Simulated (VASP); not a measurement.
# Li2Pt: structure and properties in VASP, part 3 of 5

Aim: relax Li2Pt, then compute properties on the relaxed cell. The start is a cell from a database of measured crystal structures.

VASP 6.6.1; LDA; plane waves and PAW (Li_sv, Pt).

So far. Step 4 (Density, ELF and potential (LDA)): In this run the pressure is 0.00 GPa, small enough to go on; single stress components reach 0.05 GPa. Step 5 (Band structure (LDA)): There is no gap at this level.

### Step 6. Total and projected DOS (LDA)

Here the states are counted by energy and projected on the atoms. The mesh is finer than in the run before.

File INCAR:

```
SYSTEM = Li2Pt
PREC = Accurate
ENCUT = 650
EDIFF = 1E-06
NELM = 100
ISMEAR = -5
SIGMA = 0.2
LREAL = .FALSE.
ALGO = Normal
GGA = CA
NBANDS = 21
LASPH = .TRUE.
LORBIT = 11
LWAVE = .FALSE.
LCHARG = .FALSE.
KPAR = 2
NEDOS = 2001
```

File POSCAR:

```
Li2Pt
1.0
    4.0457325160      0.0000000000      0.0000000000
   -2.0228662580      3.5037071357      0.0000000000
    0.0000000000      0.0000000000      2.6491472347
Li Pt
2 1
Direct
    0.3333333333      0.6666666667      0.5000000000
    0.6666666667      0.3333333333      0.5000000000
    0.0000000000      0.0000000000      0.0000000000
```

File KPOINTS:

```
Automatic mesh
0
Gamma
9 9 12
0 0 0
```

PAW data sets: Li_sv and Pt (LDA family, release 64).

On the command line:

```sh
> mpirun -np 2 vasp_std
```

The log of the run:

```text
[... set-up lines as in an earlier step ...]
 entering main loop
       N       E                     dE             d eps       ncg     rms          rms(c)
DAV:   1     0.951450510516E+02    0.95145E+02   -0.75494E+03  3536   0.923E+02
DAV:   2    -0.577259572879E+01   -0.10092E+03   -0.90535E+02  4030   0.221E+02
DAV:   3    -0.137771482747E+02   -0.80046E+01   -0.77345E+01  6373   0.452E+01
DAV:   4    -0.139817639108E+02   -0.20462E+00   -0.20295E+00  4287   0.733E+00
DAV:   5    -0.139843937055E+02   -0.26298E-02   -0.26200E-02  4463   0.725E-01    0.796E+00
DAV:   6    -0.133610359519E+02    0.62336E+00   -0.17014E+00  3907   0.992E+00    0.231E+00
DAV:   7    -0.132009069207E+02    0.16013E+00   -0.16320E-01  3878   0.326E+00    0.101E+00
DAV:   8    -0.131849171341E+02    0.15990E-01   -0.93233E-03  5167   0.573E-01    0.385E-01
DAV:   9    -0.131842356677E+02    0.68147E-03   -0.33373E-03  4733   0.413E-01    0.870E-02
DAV:  10    -0.131838983810E+02    0.33729E-03   -0.87200E-05  4811   0.604E-02    0.149E-02
DAV:  11    -0.131839657883E+02   -0.67407E-04   -0.77349E-06  4434   0.196E-02    0.334E-03
DAV:  12    -0.131840098629E+02   -0.44075E-04   -0.26161E-07  2893   0.333E-03    0.568E-04
DAV:  13    -0.131840104640E+02   -0.60110E-06   -0.26688E-08  2389   0.985E-04
   1 F= -.13184010E+02 E0= -.13184010E+02  d E =0.000000E+00
 -----------------------------------------------------------------------------
|                                                                             |
|           W    W    AA    RRRRR   N    N  II  N    N   GGGG   !!!           |
|           W    W   A  A   R    R  NN   N  II  NN   N  G    G  !!!           |
|           W    W  A    A  R    R  N N  N  II  N N  N  G       !!!           |
|           W WW W  AAAAAA  RRRRR   N  N N  II  N  N N  G  GGG   !            |
|           WW  WW  A    A  R   R   N   NN  II  N   NN  G    G                |
|           W    W  A    A  R    R  N    N  II  N    N   GGGG   !!!           |
|                                                                             |
|     Tetrahedron method does not include variations of the Fermi             |
|     occupations, so forces and stress will be inaccurate. We suggest        |
|     using a different smearing scheme ISMEAR = 1 or 2 for metals in         |
|     relaxations.                                                            |
|                                                                             |
 -----------------------------------------------------------------------------
```

It took 17 s on 2 MPI ranks of Intel Xeon 6975P-C (Granite Rapids), shared host; peak memory 0.41 GiB.

From OUTCAR (step 6):

```text
   k-points           NKPTS =     84   k-points in BZ     NKDIM =     84   number of bands    NBANDS=     21

   NELECT =      16.0000    total number of electrons

 E-fermi :   5.7179

 k-point     1 :       0.0000    0.0000    0.0000
  band No.  band energies     occupation
    ...
      4       1.1445      2.00000
      5       2.1939      2.00000
      6       2.1939      2.00000
      7       4.9895      2.00000
      8       4.9895      2.00000
      9       9.9184      0.00000
     10       9.9184      0.00000
     11      12.6069      0.00000
     12      12.6069      0.00000
     13      15.4128      0.00000
    ...

  Total        0.1455317      0.1455317     -0.2603337      0.0000000      0.0000000      0.0000000
  in kB        6.2092209      6.2092209    -11.1073368      0.0000000      0.0000000      0.0000000
  external PRESSURE =       0.4370350 kB  Pullay stress =       0.0000000 kB

 POSITION                                       TOTAL-FORCE (eV/Angst)
 -----------------------------------------------------------------------------------
     -0.00000      2.33580      1.32457         0.000000     -0.000000      0.000000
      2.02287      1.16790      1.32457        -0.000000      0.000000      0.000000
      0.00000      0.00000      0.00000        -0.000000      0.000000      0.000000
 -----------------------------------------------------------------------------------
    total drift:                                0.000000      0.000000     -0.000000

  FREE ENERGIE OF THE ION-ELECTRON SYSTEM (eV)
  ---------------------------------------------------
  free  energy   TOTEN  =       -13.1840104640 eV

  energy  without entropy=      -13.1840104640  energy(sigma->0) =      -13.18401046

[... 6 parts as in an earlier step ...]

[... 10 further parts left out ...]
```

With tetrahedra the forces and stress of a metal are not exact derivatives of the energy.

Numbers from this step:

```
SCF cycles                                           : 13
irreducible k-points                                 : 84
free energy (TOTEN)                                  : -13.18 eV
Fermi energy                                         : 5.718 eV
pressure                                             : 0.04370 GPa
DOS at the Fermi level, one point of the energy grid : 0.7804 states/eV/cell
```

The density of states has structure finer than the step of the table below, so its rows give means over 1 eV, whole bins alone (the curve runs from -12.0 to 7.94 eV). Peaks (eV: height): total -4.1: 4.40, -3.4: 4.76, -3.1: 4.86, -2.4: 5.42; Pt d -3.4: 3.30, -3.1: 3.27, -2.4: 4.30, -2.1: 3.54; Pt p -3.1: 0.186, -1.8: 0.155, 0.7: 0.255, 6.5: 0.108; Pt s -6.1: 0.383, -4.1: 0.221, -3.2: 0.184, -2.4: 0.183; Li p -3.4: 0.0932, 1.5: 0.0941, 6.6: 0.284.

States under -12.0 eV and over 7.9 eV are left out. Table of density of states by energy, zero at the Fermi level; means over each step; values in states/eV/cell:

```tsv
energy (eV)	total	Pt d	Pt p	Pt s	Li p	Li s
-8	0	0	0	0	0	0
-7	0.0487	0.00617	4.0e-4	0.0226	2.4e-4	0.00239
-6	0.557	0.128	0.0120	0.234	0.00888	0.0142
-5	0.414	0.0729	0.0209	0.146	0.00962	0.0128
-4	2.77	1.92	0.0480	0.131	0.0424	0.0424
-3	3.51	2.52	0.0853	0.0979	0.0644	0.0327
-2	3.20	2.51	0.0891	0.121	0.0378	0.00968
-1	1.19	0.886	0.0815	0.0304	0.0158	0.0103
0	0.755	0.229	0.166	0.0173	0.0367	0.0244
1	0.964	0.176	0.206	0.0156	0.0843	0.0202
2	0.739	0.160	0.144	0.0103	0.0737	0.00960
3	0.646	0.155	0.125	0.00697	0.0682	0.00742
4	0.522	0.106	0.103	0.00661	0.0623	0.00508
5	0.432	0.0963	0.0654	0.0224	0.0537	0.00407
6	0.482	0.0860	0.0521	0.0559	0.0625	0.00834
7	0.741	0.109	0.0559	0.0441	0.142	0.0176
```

The finer mesh and the other smearing move the Fermi level by +0.12 eV from the 6×6×8 run, one measure of the sampling error in the zero of the bands above. Of the states within 0.3 eV of the Fermi level, the largest shares in the PAW spheres are Pt d 29 % and Pt p 23 %. The rest lies in smaller channels or between the spheres.

### Step 7. Vibrations at Γ (LDA)

Zone-centre modes test whether the atoms sit at a minimum within this cell. IBRION = 8 takes the force constants from linear response, which needs tightly converged orbitals.

File INCAR:

```
SYSTEM = Li2Pt
PREC = Accurate
ENCUT = 650
EDIFF = 1E-08
NELM = 100
ISMEAR = 1
SIGMA = 0.2
LREAL = .FALSE.
ALGO = Normal
GGA = CA
NBANDS = 14
LASPH = .TRUE.
LORBIT = 11
LWAVE = .FALSE.
LCHARG = .FALSE.
KPAR = 2
IBRION = 8
ISIF = 2
```

POSCAR is that of step 6.

File KPOINTS:

```
Automatic mesh
0
Gamma
11 11 14
0 0 0
```

On the command line:

```sh
> mpirun -np 2 vasp_std
```

The log of the run:

```text
[... set-up lines as in an earlier step ...]
 entering main loop
       N       E                     dE             d eps       ncg     rms          rms(c)
DAV:   1     0.854014845424E+02    0.85401E+02   -0.83891E+03  3592   0.138E+03
DAV:   2    -0.598373941311E+01   -0.91385E+02   -0.83833E+02  4226   0.283E+02
DAV:   3    -0.138664554056E+02   -0.78827E+01   -0.76918E+01  6862   0.554E+01
DAV:   4    -0.139825836332E+02   -0.11613E+00   -0.11588E+00  3940   0.954E+00
DAV:   5    -0.139847090650E+02   -0.21254E-02   -0.21251E-02  5194   0.957E-01    0.804E+00
DAV:   6    -0.133783865325E+02    0.60632E+00   -0.30598E+00  3842   0.153E+01    0.248E+00
DAV:   7    -0.132017091416E+02    0.17668E+00   -0.34125E-01  3758   0.544E+00    0.100E+00
DAV:   8    -0.131857656707E+02    0.15943E-01   -0.21838E-02  4726   0.103E+00    0.451E-01
DAV:   9    -0.131833034647E+02    0.24622E-02   -0.87572E-03  4686   0.764E-01    0.969E-02
DAV:  10    -0.131833303215E+02   -0.26857E-04   -0.17563E-04  4646   0.110E-01    0.262E-02
DAV:  11    -0.131833312612E+02   -0.93970E-06   -0.13738E-05  4992   0.333E-02    0.379E-03
DAV:  12    -0.131833312511E+02    0.10098E-07   -0.41486E-07  4412   0.583E-03    0.864E-04
DAV:  13    -0.131833312501E+02    0.10029E-08   -0.13076E-08  4288   0.933E-04
   1 F= -.13183331E+02 E0= -.13182345E+02  d E =-.296016E-02
 Linear response reoptimize wavefunctions to high precision
DAV:   1    -0.131833312495E+02    0.63437E-09   -0.25717E-09  3954   0.436E-04
DAV:   2    -0.131833312495E+02   -0.56389E-10   -0.44604E-10  2356   0.163E-04
 Linear response DOF=           4
 Linear response progress:
  Degree of freedom:   1/  4
       N       E                     dE             d eps       ncg     rms          rms(c)
RMM:   1    -0.186945077546E+00   -0.18695E+00    0.43868E+00 17065   0.248E+01
RMM:   2    -0.194311041149E+00   -0.73660E-02   -0.22553E-02 26050   0.122E+00    0.523E-02
RMM:   3    -0.194525863064E+00   -0.21482E-03   -0.41499E-03 33307   0.448E-01    0.213E-02
RMM:   4    -0.194609941722E+00   -0.84079E-04   -0.74740E-04 34731   0.196E-01    0.114E-02
RMM:   5    -0.194627308754E+00   -0.17367E-04   -0.61014E-05 34953   0.482E-02    0.239E-03
RMM:   6    -0.194630653707E+00   -0.33450E-05   -0.29818E-06 35467   0.248E-02    0.126E-03
RMM:   7    -0.194638689521E+00   -0.80358E-05    0.25431E-05 35926   0.173E-02    0.206E-04
RMM:   8    -0.194642083767E+00   -0.33942E-05    0.33318E-05 35183   0.134E-02    0.153E-04
RMM:   9    -0.194643768899E+00   -0.16851E-05    0.35363E-05 36040   0.110E-02    0.177E-04
RMM:  10    -0.194640986285E+00    0.27826E-05    0.34564E-05 33978   0.948E-03    0.349E-04
RMM:  11    -0.194649752784E+00   -0.87665E-05    0.29390E-05 31671   0.851E-03    0.729E-05
RMM:  12    -0.194650678991E+00   -0.92621E-06    0.27800E-05 35605   0.739E-03    0.707E-05
RMM:  13    -0.194651081973E+00   -0.40298E-06    0.24112E-05 35682   0.654E-03    0.106E-04
RMM:  14    -0.194652003396E+00   -0.92142E-06    0.19144E-05 34860   0.583E-03    0.119E-04
RMM:  15    -0.194652903681E+00   -0.90028E-06    0.14065E-05 34318   0.519E-03    0.128E-04
RMM:  16    -0.194653844686E+00   -0.94101E-06    0.12127E-05 32392   0.464E-03    0.127E-04
 first order change of Fermi-energy   0.31745E-06
 force on displaced ion       1 direction 1 :  -4.488  -0.000   0.000
 Linear response progress:
  Degree of freedom:   2/  4
       N       E                     dE             d eps       ncg     rms          rms(c)
RMM:   1    -0.189097017840E+00   -0.18910E+00    0.35470E+00  6735   0.196E+01
RMM:   2    -0.195080085396E+00   -0.59831E-02   -0.17550E-02  9450   0.107E+00    0.229E-02
RMM:   3    -0.195317316644E+00   -0.23723E-03   -0.27777E-03 11982   0.346E-01    0.136E-02
RMM:   4    -0.195362656118E+00   -0.45339E-04   -0.49040E-04 12671   0.152E-01    0.753E-03
RMM:   5    -0.195374760377E+00   -0.12104E-04   -0.53250E-05 12852   0.301E-02    0.211E-03
RMM:   6    -0.195382230021E+00   -0.74696E-05   -0.25181E-05 12944   0.135E-02    0.374E-04
RMM:   7    -0.195385958646E+00   -0.37286E-05   -0.13671E-05 13178   0.834E-03    0.213E-04
RMM:   8    -0.195391827983E+00   -0.58693E-05   -0.11999E-05 12745   0.589E-03    0.959E-05
RMM:   9    -0.195393346558E+00   -0.15186E-05   -0.81811E-06 13272   0.444E-03    0.459E-05
RMM:  10    -0.195394547303E+00   -0.12007E-05   -0.67195E-06 13212   0.354E-03    0.458E-05
RMM:  11    -0.195395528200E+00   -0.98090E-06   -0.49670E-06 12715   0.289E-03    0.347E-05
RMM:  12    -0.195395839038E+00   -0.31084E-06   -0.36723E-06 13102   0.242E-03    0.380E-05
RMM:  13    -0.195398699321E+00   -0.28603E-05   -0.27159E-06 11120   0.213E-03    0.714E-05
RMM:  14    -0.195396800093E+00    0.18992E-05   -0.21666E-06 11248   0.183E-03    0.193E-05
RMM:  15    -0.195397049573E+00   -0.24948E-06   -0.18430E-06 12496   0.155E-03    0.165E-05
RMM:  16    -0.195397110162E+00   -0.60590E-07   -0.16357E-06 13184   0.139E-03    0.205E-05
RMM:  17    -0.195397148696E+00   -0.38534E-07   -0.15304E-06 11941   0.126E-03    0.237E-05
RMM:  18    -0.195397166303E+00   -0.17607E-07   -0.14003E-06 12022   0.116E-03    0.271E-05
RMM:  19    -0.195397574644E+00   -0.40834E-06   -0.13295E-06 10970   0.109E-03    0.144E-05
RMM:  20    -0.195397580865E+00   -0.62209E-08   -0.12175E-06 12003   0.101E-03    0.173E-05
RMM:  21    -0.195397603060E+00   -0.22194E-07   -0.11385E-06  8634   0.940E-04    0.194E-05
RMM:  22    -0.195397610438E+00   -0.73786E-08   -0.10400E-06  9304   0.883E-04    0.217E-05
RMM:  23    -0.195397621296E+00   -0.10857E-07   -0.98955E-07  7994   0.830E-04    0.238E-05
RMM:  24    -0.195397638235E+00   -0.16939E-07   -0.90713E-07  6372   0.781E-04    0.256E-05
RMM:  25    -0.195397658808E+00   -0.20573E-07   -0.85321E-07  6642   0.731E-04    0.271E-05
RMM:  26    -0.195397673576E+00   -0.14768E-07   -0.77151E-07  6288   0.680E-04    0.287E-05
RMM:  27    -0.195397691343E+00   -0.17767E-07   -0.71096E-07  5850   0.642E-04    0.303E-05
 first order change of Fermi-energy   0.92502E-04
 force on displaced ion       1 direction 3 :  -0.000   0.000  -0.486
 Linear response progress:
  Degree of freedom:   3/  4
       N       E                     dE             d eps       ncg     rms          rms(c)
RMM:   1    -0.263018825846E+00   -0.26302E+00   -0.21406E-01 15518   0.308E+00
RMM:   2    -0.265102173049E+00   -0.20833E-02   -0.71100E-03 15388   0.488E-01    0.121E-01
RMM:   3    -0.265735283603E+00   -0.63311E-03   -0.71290E-04 16832   0.140E-01    0.671E-02
RMM:   4    -0.266598208500E+00   -0.86292E-03   -0.28322E-04 16673   0.103E-01    0.915E-03
RMM:   5    -0.266560202188E+00    0.38006E-04   -0.32530E-05 18784   0.265E-02    0.622E-03
RMM:   6    -0.266439203261E+00    0.12100E-03   -0.58647E-06 18593   0.109E-02    0.134E-03
RMM:   7    -0.266456938785E+00   -0.17736E-04   -0.98434E-07 19343   0.441E-03    0.237E-04
RMM:   8    -0.266456686999E+00    0.25179E-06   -0.72415E-07 20153   0.181E-03    0.184E-04
RMM:   9    -0.266457415182E+00   -0.72818E-06   -0.13093E-07 18946   0.987E-04    0.182E-04
RMM:  10    -0.266456347175E+00    0.10680E-05   -0.13933E-07 19107   0.498E-04    0.449E-05
RMM:  11    -0.266455969748E+00    0.37743E-06   -0.67363E-08 20276   0.241E-04    0.109E-05
RMM:  12    -0.266455938789E+00    0.30959E-07   -0.32264E-08 20325   0.111E-04    0.953E-06
RMM:  13    -0.266455826936E+00    0.11185E-06   -0.20439E-08 19574   0.611E-05    0.109E-06
RMM:  14    -0.266455838320E+00   -0.11385E-07   -0.19776E-08 19016   0.353E-05    0.621E-07
RMM:  15    -0.266455831934E+00    0.63869E-08   -0.20876E-09 18717   0.240E-05    0.261E-07
 first order change of Fermi-energy  -0.21912E-03
 force on displaced ion       3 direction 1 :  -3.832   0.000   0.000
 Linear response progress:
  Degree of freedom:   4/  4
       N       E                     dE             d eps       ncg     rms          rms(c)
RMM:   1    -0.229785092824E+00   -0.22979E+00   -0.21117E-01  6544   0.295E+00
RMM:   2    -0.231713897423E+00   -0.19288E-02   -0.79378E-03  6684   0.485E-01    0.920E-02
RMM:   3    -0.231387280647E+00    0.32662E-03   -0.55589E-04  7112   0.123E-01    0.510E-02
RMM:   4    -0.231187429807E+00    0.19985E-03   -0.29390E-04  7277   0.913E-02    0.999E-03
RMM:   5    -0.231213723426E+00   -0.26294E-04   -0.24129E-05  7515   0.276E-02    0.463E-03
RMM:   6    -0.231195427769E+00    0.18296E-04   -0.49772E-06  7988   0.107E-02    0.120E-03
RMM:   7    -0.231181056469E+00    0.14371E-04   -0.96509E-07  7968   0.426E-03    0.303E-04
RMM:   8    -0.231181105584E+00   -0.49115E-07   -0.45825E-07  8376   0.166E-03    0.119E-04
RMM:   9    -0.231181215271E+00   -0.10969E-06   -0.69664E-08  8610   0.676E-04    0.107E-04
RMM:  10    -0.231182127733E+00   -0.91246E-06   -0.46156E-10  7963   0.410E-04    0.341E-05
RMM:  11    -0.231182026489E+00    0.10124E-06   -0.68135E-08  8265   0.189E-04    0.535E-06
RMM:  12    -0.231181987493E+00    0.38996E-07    0.20830E-08  8683   0.939E-05    0.218E-06
RMM:  13    -0.231181982400E+00    0.50924E-08   -0.20191E-08  8645   0.518E-05    0.106E-06
 first order change of Fermi-energy   0.24096E-03
 force on displaced ion       3 direction 3 :  -0.000   0.000  -2.246
 Linear response finished
```

Run time: 5.3 min. Hardware: 2 MPI ranks; peak memory 1.5 GiB.

[end of part 3 of 5]

[Lines on the potential files, build, host, timing and source positions are cut from VASP's logs without a mark.]

[Logs are printed without paths, hosts, clocks, repeated set-up lines and the standing remarks that a program may print on its own settings, such as how far it seeks lower states.]

[Hosts, paths, dates, database ids (printed as entryN), source tags and the programs' standing remarks are cut or masked in the printed files.]

[A measured line is paired with the nearest computed mode of its activity, which favours agreement.]

[In band tables of VASP the shares of atoms and orbitals are scaled to a sum of 1 inside the atoms' spheres.]
